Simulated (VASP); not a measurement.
Consider the following.

```yaml
crystal:
  lattice:
    - [2.18500, -3.78453, 0.00000]
    - [2.18500, 3.78453, 0.00000]
    - [0.00000, 0.00000, 4.95000]
  atoms:
    - { symbol: Se, position: [0.00000, 0.22500, 0.66667] }
    - { symbol: Se, position: [0.77500, 0.77500, 0.00000] }
    - { symbol: Se, position: [0.22500, 0.00000, 0.33333] }
```

All values below come from PBE GGA, VASP's PBE PAW potentials (set 64) (plane waves; VASP 6.6.1). Numerical set-up: EDIFF = 1E-2, 400 eV cut-off, 6×6×5 Γ-centred mesh, Gaussian smearing of 0.050 eV, potentials Se.

Predict the energy per atom (σ→0), pressure, largest force.

```yaml
energy per atom (σ→0): -3.489 eV/atom
pressure: 2.90 GPa
largest_force: 0.416 eV/Å
```

The absolute energy has meaning only against runs of the same code, potentials and settings.

The compound is Se in the trig structure. The cell was not relaxed at this level. The run is one of a series of settings (EDIFF = 1E-2 against the base run), some of them coarse on purpose.
